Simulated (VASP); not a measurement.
# MgS (Niningerite): what moves the LDA gap besides the functional

Aim: test what besides the functional moves the gap of MgS (Niningerite). The starting structure is a measured crystal structure from the Crystallography Open Database. Cell and atoms stay as given unless a step says otherwise.

Main program and level: VASP 6.6.1; Kohn-Sham DFT with plane waves and PAW; LDA.

## (1) Set-up

It takes space group Fm-3m (No. 225, cubic). The conventional cell has a = 5.203 Å, b = 5.203 Å, c = 5.203 Å, α = 90.00°, β = 90.00°, γ = 90.00°. Nearest to S lie 6 Mg at 2.60 Å. Nearest to Mg lie 6 S at 2.60 Å. Farther neighbours and most contacts between anions are not listed.

Coordinates:

```
S Mg
1.0
     0.00000    2.60165    2.60165
     2.60165    0.00000    2.60165
     2.60165    2.60165    0.00000
S Mg
1 1
Direct
  0.50000 0.50000 0.50000
  0.00000 0.00000 0.00000
```

## (2) Reference bands

INCAR

```
SYSTEM = MgS
PREC = Accurate
ENCUT = 350
EDIFF = 1E-06
NELM = 100
ISMEAR = 0
SIGMA = 0.03
LREAL = .FALSE.
ALGO = Normal
GGA = CA
NBANDS = 16
LORBIT = 11
LWAVE = .FALSE.
LCHARG = .FALSE.
KPAR = 4
LASPH = .TRUE.
```

POSCAR

```
MgS
1.0
    0.0000000000      2.6016500000      2.6016500000
    2.6016500000      0.0000000000      2.6016500000
    2.6016500000      2.6016500000      0.0000000000
S Mg
1 1
Direct
    0.5000000000      0.5000000000      0.5000000000
    0.0000000000      0.0000000000      0.0000000000
```

KPOINTS

```
Automatic mesh
0
Gamma
8 8 8
0 0 0
```

KPOINTS_OPT

```
Line mode
10
Line-mode
Reciprocal
  0.00000000   0.00000000   0.00000000 GAMMA
  0.50000000   0.00000000   0.50000000 X

  0.50000000   0.00000000   0.50000000 X
  0.50000000   0.25000000   0.75000000 W

  0.50000000   0.25000000   0.75000000 W
  0.37500000   0.37500000   0.75000000 K

  0.37500000   0.37500000   0.75000000 K
  0.00000000   0.00000000   0.00000000 GAMMA

  0.00000000   0.00000000   0.00000000 GAMMA
  0.50000000   0.50000000   0.50000000 L

  0.50000000   0.50000000   0.50000000 L
  0.62500000   0.25000000   0.62500000 U

  0.62500000   0.25000000   0.62500000 U
  0.50000000   0.25000000   0.75000000 W

  0.50000000   0.25000000   0.75000000 W
  0.50000000   0.50000000   0.50000000 L

  0.50000000   0.50000000   0.50000000 L
  0.37500000   0.37500000   0.75000000 K

  0.62500000   0.25000000   0.62500000 U
  0.50000000   0.00000000   0.50000000 X
```

PAW data sets: S and Mg (LDA family, release 64).

Run with:

```sh
mpirun -np 4 vasp_std
```

The program printed:

```text
[banner, memory and clock lines left out]
running    4 mpi-ranks, on    1 nodes
 distrk:  each k-point on    1 cores,    4 groups
 distr:  one band on    1 cores,    1 groups

 POSCAR found type information on POSCAR S Mg
 POSCAR found :  2 types and       2 ions
 LDA part: xc-table for (Slater(with rela. corr.)+CA(PZ))
 , standard interpolation
 POSCAR, INCAR and KPOINTS ok, starting setup
 FFT: planning ... GRIDC
 FFT: planning ... GRID_SOFT
 FFT: planning ... GRID
 WAVECAR not read
 entering main loop
       N       E                     dE             d eps       ncg     rms          rms(c)
DAV:   1     0.114354849093E+02    0.11435E+02   -0.25977E+03  1016   0.285E+02
DAV:   2    -0.931710536888E+01   -0.20753E+02   -0.19985E+02  1256   0.706E+01
DAV:   3    -0.100050698960E+02   -0.68796E+00   -0.68737E+00  1128   0.118E+01
DAV:   4    -0.100080145413E+02   -0.29446E-02   -0.29446E-02  1288   0.909E-01
DAV:   5    -0.100080360424E+02   -0.21501E-04   -0.21501E-04  1080   0.721E-02    0.438E+00
DAV:   6    -0.962478244778E+01    0.38325E+00   -0.64728E-01  1160   0.242E+00    0.339E+00
DAV:   7    -0.957650638624E+01    0.48276E-01   -0.15351E-01  1176   0.129E+00    0.211E+00
DAV:   8    -0.957132271156E+01    0.51837E-02   -0.11800E-02  1048   0.445E-01    0.842E-01
DAV:   9    -0.957097454216E+01    0.34817E-03   -0.47389E-04  1176   0.844E-02    0.426E-01
DAV:  10    -0.957093701084E+01    0.37531E-04   -0.79282E-05  1144   0.327E-02    0.144E-01
DAV:  11    -0.957092738835E+01    0.96225E-05   -0.40713E-05  1176   0.209E-02    0.277E-02
DAV:  12    -0.957092736648E+01    0.21872E-07   -0.66019E-07   656   0.402E-03
   1 F= -.95709274E+01 E0= -.95709274E+01  d E =-.176704E-16
 Start KPOINTS_OPT (optional k-point list driver)
k-point batch [1-29\100]
       N       E                     dE             ncg
DAV:   1     0.353274215090E+03   -0.57867E+04      984
DAV:   2    -0.208939592466E+03   -0.56221E+03     1264
DAV:   3    -0.227956469241E+03   -0.19017E+02     1136
DAV:   4    -0.228036978532E+03   -0.80509E-01     1200
DAV:   5    -0.228037554695E+03   -0.57616E-03     1144
DAV:   6    -0.228037560023E+03   -0.53284E-05     1160
DAV:   7    -0.228037560079E+03   -0.55753E-07      960
[...]
k-point batch [88-100\100]
       N       E                     dE             ncg
DAV:   1     0.395471997951E+04   -0.32647E+04      440
DAV:   2     0.369216767752E+04   -0.26255E+03      560
DAV:   3     0.368419254575E+04   -0.79751E+01      512
DAV:   4     0.368415837391E+04   -0.34172E-01      528
DAV:   5     0.368415811761E+04   -0.25629E-03      496
DAV:   6     0.368415811516E+04   -0.24553E-05      560
DAV:   7     0.368415811513E+04   -0.24232E-07      408
```

It took 4.2 s on 4 MPI ranks of Intel Xeon Platinum 8488C (Sapphire Rapids), shared host; peak memory 0.5 GiB.

Lines that name or quote the potential files are left out of all logs, and their timing lines are given in words.

Parts of OUTCAR (step 2):

```text
ion  position               nearest neighbor table
   1  0.500  0.500  0.500-   2 2.60   2 2.60   2 2.60   2 2.60   2 2.60   2 2.60
   2  0.000  0.000  0.000-   1 2.60   1 2.60   1 2.60   1 2.60   1 2.60   1 2.60

  LATTYP: Found a face centered cubic cell.
 ALAT       =     5.2033000000

 Subroutine GETGRP returns: Found 48 space group operations
 (whereof 48 operations were pure point group operations)

The static configuration has the point symmetry O_h .

 Found     29 irreducible k-points:

   k-points           NKPTS =     29   k-points in BZ     NKDIM =     29   number of bands    NBANDS=     16

   dimension x,y,z NGX =    24 NGY =   24 NGZ =   24
   dimension x,y,z NGXF=    48 NGYF=   48 NGZF=   48

   ENCUT  =  350.0 eV  25.72 Ry    5.07 a.u.   5.61  5.61  5.61*2*pi/ulx,y,z

   NELECT =       8.0000    total number of electrons

 k-points in reciprocal lattice and weights: Automatic mesh
   0.00000000  0.00000000  0.00000000       0.002
   0.12500000  0.00000000  0.00000000       0.016
   0.25000000  0.00000000  0.00000000       0.016
   0.37500000  0.00000000  0.00000000       0.016
   0.50000000  0.00000000  0.00000000       0.008
   0.12500000  0.12500000  0.00000000       0.012
   0.25000000  0.12500000  0.00000000       0.047
   0.37500000  0.12500000  0.00000000       0.047
   0.50000000  0.12500000  0.00000000       0.047
[...]
-0.37500000  0.50000000  0.12500000       0.023
  -0.25000000  0.50000000  0.25000000       0.012

 average (electrostatic) potential at core
       1 -86.7287       2 -36.9690

 E-fermi :   3.7439

 k-point     1 :       0.0000    0.0000    0.0000
  band No.  band energies     occupation
      1      -9.0594      2.00000
      2       3.5814      2.00000
      3       3.5814      2.00000
      4       3.5814      2.00000
      5       7.0729      0.00000
      6      11.4195      0.00000
      7      11.4195      0.00000
      8      11.4195      0.00000
      9      13.8503      0.00000
    ...

 k-point     2 :       0.1250    0.0000    0.0000
  band No.  band energies     occupation
      1      -8.9060      2.00000
      2       2.5035      2.00000
      3       3.4792      2.00000
      4       3.4792      2.00000
      5       7.8934      0.00000
      6      11.0924      0.00000
      7      11.6653      0.00000
      8      11.6653      0.00000
      9      13.1670      0.00000
    ...

 k-point     3 :       0.2500    0.0000    0.0000
  band No.  band energies     occupation
      1      -8.4903      2.00000
      2       0.7214      2.00000
      3       3.2571      2.00000
      4       3.2571      2.00000
      5       8.3565      0.00000
      6      11.2537      0.00000
      7      11.2537      0.00000
      8      11.7278      0.00000
      9      13.7530      0.00000
    ...

  Total       -0.8418620     -0.8418620     -0.8418620     -0.0000000      0.0000000     -0.0000000
  in kB      -38.2978940    -38.2978940    -38.2978940     -0.0000000      0.0000000     -0.0000000
  external PRESSURE =     -38.2978940 kB  Pullay stress =       0.0000000 kB

  energy-cutoff  :      350.00
  volume of cell :       35.22
      direct lattice vectors                 reciprocal lattice vectors
     0.000000000  2.601650000  2.601650000    -0.192185728  0.192185728  0.192185728
     2.601650000  0.000000000  2.601650000     0.192185728 -0.192185728  0.192185728
     2.601650000  2.601650000  0.000000000     0.192185728  0.192185728 -0.192185728

 POSITION                                       TOTAL-FORCE (eV/Angst)
 -----------------------------------------------------------------------------------
      2.60165      2.60165      2.60165        -0.000000      0.000000      0.000000
      0.00000      0.00000      0.00000         0.000000     -0.000000     -0.000000
 -----------------------------------------------------------------------------------
    total drift:                               -0.000000     -0.000000      0.000000

  FREE ENERGIE OF THE ION-ELECTRON SYSTEM (eV)
  ---------------------------------------------------
  free  energy   TOTEN  =        -9.5709273665 eV

  energy  without entropy=       -9.5709273665  energy(sigma->0) =       -9.57092737

 total charge
# of ion       s       p       d       tot
------------------------------------------
    1        1.314   2.482   0.000   3.796
    2        0.144   0.135   0.040   0.319
--------------------------------------------------
tot          1.457   2.617   0.040   4.114

[... 3 further parts left out ...]
```

At this level the cell is under a tension of 3.8 GPa, so at these settings it is away from equilibrium.

The reference gap is 2.558 eV.

## (3) Bands with cell and atoms relaxed by LDA

Against step 2 the input has another starting structure. The cell comes from a relaxation at this level, not shown (33.50 Å³).

INCAR is that of step 2.

POSCAR

```
MgS
1.0
    0.0000000000      2.5585504375      2.5585504375
    2.5585504375      0.0000000000      2.5585504375
    2.5585504375      2.5585504375      0.0000000000
S Mg
1 1
Direct
    0.5000000000      0.5000000000      0.5000000000
    0.0000000000      0.0000000000      0.0000000000
```

KPOINTS is that of step 2.

KPOINTS_OPT is that of step 2.

Run with:

```sh
mpirun -np 4 vasp_std
```

The program printed:

```text
[... set-up lines as in an earlier step ...]
 entering main loop
       N       E                     dE             d eps       ncg     rms          rms(c)
DAV:   1     0.122994797464E+02    0.12299E+02   -0.25615E+03  1016   0.285E+02
DAV:   2    -0.932740842081E+01   -0.21627E+02   -0.20486E+02  1288   0.720E+01
DAV:   3    -0.100111913434E+02   -0.68378E+00   -0.68333E+00  1104   0.119E+01
DAV:   4    -0.100137960430E+02   -0.26047E-02   -0.26047E-02  1216   0.863E-01
[...]
DAV:  10    -0.959198731853E+01    0.37730E-04   -0.99420E-05  1144   0.364E-02    0.856E-02
DAV:  11    -0.959198298575E+01    0.43328E-05   -0.20760E-05  1184   0.153E-02    0.278E-02
DAV:  12    -0.959198294346E+01    0.42291E-07   -0.34127E-07   616   0.300E-03
   1 F= -.95919829E+01 E0= -.95919829E+01  d E =-.508086E-20
 Start KPOINTS_OPT (optional k-point list driver)
k-point batch [1-29\100]
       N       E                     dE             ncg
DAV:   1     0.402037474281E+03   -0.60748E+04     1016
DAV:   2    -0.138835014834E+03   -0.54087E+03     1264
DAV:   3    -0.155544282533E+03   -0.16709E+02     1152
DAV:   4    -0.155610820345E+03   -0.66538E-01     1184
DAV:   5    -0.155611270779E+03   -0.45043E-03     1136
DAV:   6    -0.155611274744E+03   -0.39659E-05     1192
DAV:   7    -0.155611274788E+03   -0.43343E-07      952
[...]
k-point batch [88-100\100]
       N       E                     dE             ncg
DAV:   1     0.369399458744E+04   -0.31980E+04      472
DAV:   2     0.345618649587E+04   -0.23781E+03      592
DAV:   3     0.345042756432E+04   -0.57589E+01      480
DAV:   4     0.345040299689E+04   -0.24567E-01      560
DAV:   5     0.345040281399E+04   -0.18291E-03      504
DAV:   6     0.345040281228E+04   -0.17044E-05      568
DAV:   7     0.345040281227E+04   -0.15961E-07      416
```

Wall time 4.4 s (4 MPI ranks); peak memory 0.51 GiB.

From OUTCAR (step 3):

```text
  Total        0.0041689      0.0041689      0.0041689      0.0000000     -0.0000000      0.0000000
  in kB        0.1993982      0.1993982      0.1993982      0.0000000     -0.0000000      0.0000000
  external PRESSURE =       0.1993982 kB  Pullay stress =       0.0000000 kB

 POSITION                                       TOTAL-FORCE (eV/Angst)
 -----------------------------------------------------------------------------------
      2.55855      2.55855      2.55855        -0.000000     -0.000000      0.000000
      0.00000      0.00000      0.00000         0.000000      0.000000     -0.000000
 -----------------------------------------------------------------------------------
    total drift:                               -0.000000     -0.000000      0.000000

  FREE ENERGIE OF THE ION-ELECTRON SYSTEM (eV)
  ---------------------------------------------------
  free  energy   TOTEN  =        -9.5919829435 eV

  energy  without entropy=       -9.5919829435  energy(sigma->0) =       -9.59198294

[... 1 part as in an earlier step ...]

[... 2 further parts left out ...]
[key lines of the parts left out:]
E-fermi :   4.2288
```

With cell and atoms relaxed by LDA the gap is 2.664 eV, +0.106 eV from the reference.

## (4) Bands with a 10×10×10 mesh

Against step 2 the input has a 10×10×10 mesh.

INCAR is that of step 3.

POSCAR

```
MgS
1.0
    0.0000000000      2.6016500000      2.6016500000
    2.6016500000      0.0000000000      2.6016500000
    2.6016500000      2.6016500000      0.0000000000
S Mg
1 1
Direct
    0.5000000000      0.5000000000      0.5000000000
    0.0000000000      0.0000000000      0.0000000000
```

KPOINTS

```
Automatic mesh
0
Gamma
10 10 10
0 0 0
```

KPOINTS_OPT is that of step 3.

Run with:

```sh
mpirun -np 4 vasp_std
```

The program printed:

```text
[... set-up lines as in an earlier step ...]
 entering main loop
       N       E                     dE             d eps       ncg     rms          rms(c)
DAV:   1     0.123709711652E+02    0.12371E+02   -0.28081E+03  1648   0.290E+02
DAV:   2    -0.924312702624E+01   -0.21614E+02   -0.20661E+02  2128   0.725E+01
DAV:   3    -0.100047719238E+02   -0.76164E+00   -0.76108E+00  1728   0.124E+01
DAV:   4    -0.100081054688E+02   -0.33335E-02   -0.33335E-02  2048   0.955E-01
[...]
DAV:  10    -0.957118910099E+01    0.39371E-04   -0.86345E-05  1936   0.340E-02    0.135E-01
DAV:  11    -0.957118012821E+01    0.89728E-05   -0.38627E-05  1904   0.203E-02    0.279E-02
DAV:  12    -0.957118010844E+01    0.19774E-07   -0.63073E-07  1064   0.395E-03
   1 F= -.95711801E+01 E0= -.95711801E+01  d E =-.884361E-17
 Start KPOINTS_OPT (optional k-point list driver)
k-point batch [1-47\100]
       N       E                     dE             ncg
DAV:   1     0.736689998186E+03   -0.79265E+04     1568
DAV:   2    -0.246189439387E+03   -0.98288E+03     1976
DAV:   3    -0.280649456135E+03   -0.34460E+02     1912
DAV:   4    -0.280777933822E+03   -0.12848E+00     1888
DAV:   5    -0.280778777275E+03   -0.84345E-03     1896
DAV:   6    -0.280778784592E+03   -0.73167E-05     1912
DAV:   7    -0.280778784659E+03   -0.67080E-07     1560
[...]
k-point batch [95-100\100]
       N       E                     dE             ncg
DAV:   1     0.105218632731E+05   -0.15546E+04      200
DAV:   2     0.103948738697E+05   -0.12699E+03      264
DAV:   3     0.103913195920E+05   -0.35543E+01      264
DAV:   4     0.103913019475E+05   -0.17644E-01      224
DAV:   5     0.103913017882E+05   -0.15932E-03      280
DAV:   6     0.103913017865E+05   -0.17093E-05      216
DAV:   7     0.103913017865E+05   -0.18485E-07      232
```

Wall time 5 s (4 MPI ranks); peak memory 0.51 GiB; 16 s of CPU time.

Parts of OUTCAR (step 4):

```text
  Total       -0.8424047     -0.8424047     -0.8424047      0.0000000      0.0000000      0.0000000
  in kB      -38.3225802    -38.3225802    -38.3225802      0.0000000      0.0000000      0.0000000
  external PRESSURE =     -38.3225802 kB  Pullay stress =       0.0000000 kB

 POSITION                                       TOTAL-FORCE (eV/Angst)
 -----------------------------------------------------------------------------------
      2.60165      2.60165      2.60165         0.000000      0.000000     -0.000000
      0.00000      0.00000      0.00000        -0.000000     -0.000000      0.000000
 -----------------------------------------------------------------------------------
    total drift:                               -0.000000     -0.000000      0.000000

  FREE ENERGIE OF THE ION-ELECTRON SYSTEM (eV)
  ---------------------------------------------------
  free  energy   TOTEN  =        -9.5711801084 eV

  energy  without entropy=       -9.5711801084  energy(sigma->0) =       -9.57118011

[... 1 part as in an earlier step ...]

[... 2 further parts left out ...]
[key lines of the parts left out:]
E-fermi :   3.7437
```

With a 10×10×10 mesh the gap is 2.559 eV, +0.000 eV from the reference.

## (5) All runs side by side

```tsv
run	gap (eV)	change (eV)	core minutes
reference	2.558	-	0.28
cell and atoms relaxed by LDA	2.664	0.106	0.293
a 10×10×10 mesh	2.559	0.0	0.333
```

Core minutes are wall time times ranks of the run shown, on a shared host.

## (6) Results

```json
{
 "reference gap": "2.558 eV",
 "gap with cell and atoms relaxed by LDA": "2.664 eV",
 "gap with a 10×10×10 mesh": "2.559 eV"
}
```

In words: Among the runs that read a gap along the path, the one with cell and atoms relaxed by LDA moves it most, by +0.106 eV. On finer settings it changes by +0.000 eV with a 10×10×10 mesh. The functional's own error isn't tested here. Further runs on this material are not shown.

[Lines on the potential files, build, host, timing and source positions are cut from VASP's logs without a mark.]

[Logs are printed without paths, hosts, clocks, repeated set-up lines and the standing remarks that a program may print on its own settings, such as how far it seeks lower states.]

[Hosts, paths, dates, database ids (printed as entryN), source tags and the programs' standing remarks are cut or masked in the printed files.]
